**Question: which digits of these SiC gaps can I pass on?**

I relaxed cubic silicon carbide with six choices of potentials, and colleagues who model power devices want a band gap from me. In the table, "potentials" names the set and "basis" is the plane-wave cutoff. "Gap" is the smallest energy between filled and empty states, and "direct gap" is the smallest one at a single wave vector. The last column is each gap less the median of the six.

Kohn–Sham DFT with VASP, PBE functional and PAW potentials, for cubic SiC (F-43m, 2 atoms per cell), with cell and atoms relaxed for each set of potentials. No spin polarisation, spin–orbit coupling or dispersion correction; Fermi–Dirac occupations with a width of 0.05 eV. Both gaps are taken on the 10×10×10 k mesh, and "basis" is the plane-wave cutoff.

```tsv
potentials	basis	gap (eV)	direct gap (eV)	gap less the median of the rows (eV)
VASP PAW PBE potentials, minimal, release 54	580 eV	1.37000	4.528	-0.001
VASP PAW PBE potentials, recommended, release 54	600 eV	1.37000	4.528	-0.001
VASP PAW PBE potentials, gw	680 eV	1.37100	4.528	0.000
VASP PAW PBE potentials, gw, light	630 eV	1.37100	4.529	0.000
VASP PAW PBE potentials, hard	980 eV	1.37300	4.529	0.002
VASP PAW PBE potentials, soft	480 eV	1.37700	4.534	0.006
```

1. Why is the direct gap so much larger than the gap?
2. Are the "gw" rows GW gaps?
3. Would a higher cutoff change the gap?
4. Why does the soft row stand apart?
5. My output files show the valence top moving by about 0.7 eV between sets. Can I use it for a contact barrier?
6. The gw cells relax to a slightly larger volume. Does that matter?
7. So which digits do I hand over?

**Answer**

A gap is a difference between two states of the same crystal. Whatever moves both states equally drops out, and only what treats them differently is left. Most of your questions come down to asking which of the two is happening.

**1. Direct gap and gap**

The highest filled state lies at the zone centre, where the electron wave repeats in phase from cell to cell. The lowest empty state of cubic SiC is known to lie at X, on the zone boundary. The gap compares these two states and is 1.37 eV in the recommended row. The direct gap allows no change of wave vector, and it comes to 4.53 eV. The smallest one is known to lie at X, not at the zone centre. The p orbitals bond more strongly at X, so the highest filled states there lie about 3.2 eV below the valence top, and this is the difference between the two gaps.

A direct step at the zone centre would cost even more, because the empty states there are high. Part of the reason lies in how neighbouring s orbitals combine, and two limiting waves show it. At the zone centre all four neighbours of an atom act in phase, so the s orbitals of silicon and carbon push each other apart with full strength. The lowest empty level there is an antibonding s state, 6.07 eV above the valence top. At X two neighbours carry one sign and two the other, so the coupling between s orbitals cancels and s mixes with p instead. That mixing pushes the lowest empty state up as well, but at X higher d orbitals can also mix into it and press it down. At the zone centre, symmetry keeps them out of the antibonding s state.

**2. The "gw" rows**

They are PBE gaps. The label means that the potentials were prepared for later GW work, not that such a step was run. A GW step treats the adding and removing of an electron explicitly, and it would open this gap by an amount of the order of 1 eV. Your gw row differs from the recommended one by only 0.6 meV.

**3. A higher cutoff**

For one fixed pair of potentials, the gap must settle to a limit as the cutoff grows. Two pairs in your table let you watch this. The minimal and recommended rows use identical potentials, and their gaps agree to 0.1 meV. The two gw rows also share their potentials and differ by 0.1 meV. These are small steps in cutoff, but they show that the gap is already flat there.

The hard and soft rows are a different matter. They have the highest and lowest cutoffs, but they also have different carbon potentials. Comparing them tests both changes at once.

**4. The soft row**

Its gap is 6.3 meV above the recommended one, at almost the same relaxed volume. Silicon has the same potential in both rows, while carbon has a softer one. A soft potential replaces the true wave near the nucleus by a smooth one over a wider region, which saves plane waves. Filled and empty states have different shares of their charge near carbon, so a small error there need not cancel in the gap.

The carbon potential is therefore the likely cause, though a second cutoff for the soft row would be needed to separate it from the basis. Softness alone doesn't rank the gaps either. If it did, the recommended row would fall between hard and soft, but it lies below both. The spread is better read as the size of the potential error than as a trend to extrapolate.

**5. The valence top and a contact barrier**

Take the limiting case of a constant added to the potential everywhere. Every level moves by that constant, and the gap stays exactly as it was. An endless crystal has no outside against which to fix this constant, so it depends on how each potential is built. That is why the valence top can vary over a range more than a hundred times wider than that of the gap.

A contact barrier compares levels in two materials, so the constant no longer drops out. Subtracting the valence top of one bulk run from that of another could put several tenths of an eV of pure convention into the barrier. You need a common reference, such as the electrostatic potential followed across a calculated interface.

**6. The larger gw cells**

The gw cell is about 0.12% larger than the recommended one. Its gap hardly changes, but its lowest empty level at the zone centre lies 18 meV lower relative to the valence top. The orbital picture from question 1 makes this plausible. In the limit of atoms far apart the push between s orbitals vanishes, so expansion lowers the state that depends on it most. The gap to X is known to react much more weakly to volume in crystals of this kind.

The potentials change along with the volume, so these two rows don't tell how much each contributes. A run of the gw potentials in the recommended cell would separate them. The practical lesson is that a steady gap doesn't guarantee that higher bands are equally steady.

**7. The digits to hand over**

As a PBE result on this k mesh, 1.37 eV is sound to about one unit in its last digit across these potentials. The third decimal belongs to the choice of potential. The entries of −0.001 eV in the last column are really about half a meV, so they deserve no explanation.

For a device model the relevant test is the density of thermally excited carriers, which sets a lower limit to leakage. In an undoped crystal electrons and holes are equal in number, and their product varies as exp(−E/kT), where E is the gap, k is Boltzmann's constant and T the temperature. Each density therefore varies as exp(−E/2kT). At 300 K, 2kT is about 52 meV. The full spread of 6.3 meV then gives exp(6.3/52) ≈ 1.13, a change of some 13%.

Now put the functional into the same formula. The measured gap is roughly 2.4 eV, a recalled value, so PBE is about 1 eV too low. That error multiplies the carrier density by more than eight powers of ten. The formula holds the densities of states fixed, which is a small matter beside such a factor. The printed output below gives this estimate, which has no adjustable constant, along with the differences used above.

The origin of this error can also be put in terms of what cancels and what doesn't. PBE gives filled and empty states one common potential, and it lacks the jump that the exact potential makes when an electron is added across the gap. Spin–orbit coupling and lattice vibrations are left out too, but both would lower the calculated gap further. All six rows share the functional, so their close agreement can't reveal its error.

I would therefore give your colleagues the measured gap for carrier densities and leakage. Ask first which crystal form their device uses, since other stackings of SiC have wider gaps than the cubic one. Your PBE value is useful for checking that a run is set up consistently, and there a deviation of a few hundredths of an eV would already be a warning.

Numerical output:

```
Gaps and cells:
                                               row  gap less recommended (meV)  volume less recommended (%)  lowest empty zone-centre level (eV)  relaxed Si-C bond (A)
      VASP PAW PBE potentials, minimal, release 54                           0                       0.0163                                6.067                  1.896
  VASP PAW PBE potentials, recommended, release 54                           0                            0                                6.069                  1.896
                       VASP PAW PBE potentials, gw                         0.6                       0.1173                                6.051                  1.897
                VASP PAW PBE potentials, gw, light                         0.5                       0.1216                                 6.05                  1.897
                     VASP PAW PBE potentials, hard                         2.2                      0.01368                                6.069                  1.896
                     VASP PAW PBE potentials, soft                         6.3                     0.002621                                6.073                  1.896
Median direct gap less indirect gap (eV): 3.157
Spread of the indirect gap over all rows (meV): 6.3
Spread of the gap in percent of its median (%): 0.4595
Standard pair, gap at 600 eV less gap at 580 eV cutoff (meV): 0
GW-type pair, gap at 680 eV less gap at 630 eV cutoff (meV): 0.1
Soft less recommended, direct gap (meV): 6
Recommended gap less the median, before rounding (meV): -0.55
Spread of the absolute valence top (eV): 0.7454
Spread of the valence top over spread of the gap (ratio): 118.3
Row gw less recommended, lowest empty zone-centre level (meV): -18
Mean volume growth from the start to the relaxed cell (%): 1.423
Occupation of the conduction edge at 0.05 eV smearing, Fermi energy at midgap: 1.111e-06
Recalled measured gap less median PBE gap (eV, rough): 1.029
Change of intrinsic carrier density at 300 K from the spread of the gaps (%): 12.96
Powers of ten in intrinsic carrier density at 300 K from the PBE gap error (rough): 8.643
```
